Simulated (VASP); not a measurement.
The system is GaN.

```
Ga N
1.0
     3.18000    0.00000    0.00000
    -1.59000    2.75396    0.00000
     0.00000    0.00000    5.16600
Ga N
2 2
Direct
  0.33333 0.66667 0.00000
  0.66667 0.33333 0.50000
  0.33333 0.66667 0.37500
  0.66667 0.33333 0.87500
```

| Item | Value |
| --- | --- |
| Program | VASP 6.6.1 |
| Task | relaxation of cell and atoms |
| Functional | PBE |
| Potentials or basis | VASP PAW PBE potentials, release 64 (Ga, N) |
| Cutoff | 520 eV |
| k mesh | 12 × 12 × 6 |
| Occupations | gaussian, width 0.02 eV |
| Spin | no spin polarisation |

At the start: pressure 13.6 GPa; volume 11.31 Å³/atom.

Q: How do energy, volume and symmetry change on relaxing?

A: Over 10 steps the energy falls by 30.3 meV/atom and the volume is 12.05 Å³/atom (+6.6 %); space group P6_3mc (No. 186, to 0.05 Å).

The path:
```csv
step,energy change (eV),largest force (eV/Å),pressure (GPa),volume (Å³)
1,0.0000,0.1719,13.62,45.24
2,0.0172,0.0825,-11.32,51.84
3,-0.1211,0.0091,-0.14,48.26
4,-0.1211,0.0114,0.09,48.20
5,-0.1212,0.0164,0.07,48.20
6,-0.1212,0.0179,0.06,48.21
7,-0.1212,0.0042,-0.07,48.24
8,-0.1212,0.0022,-0.03,48.23
9,-0.1212,0.0015,-0.03,48.23
10,-0.1212,0.0011,0.02,48.22
```

Final structure:
```yaml
crystal:
  lattice:
    - [3.24697, 0.00000, 0.00000]
    - [-1.62349, 2.81196, 0.00000]
    - [0.00000, 0.00000, 5.28103]
  atoms:
    - { symbol: Ga, position: [0.33333, 0.66667, 0.99895] }
    - { symbol: Ga, position: [0.66667, 0.33333, 0.49895] }
    - { symbol: N, position: [0.33333, 0.66667, 0.37605] }
    - { symbol: N, position: [0.66667, 0.33333, 0.87605] }
```
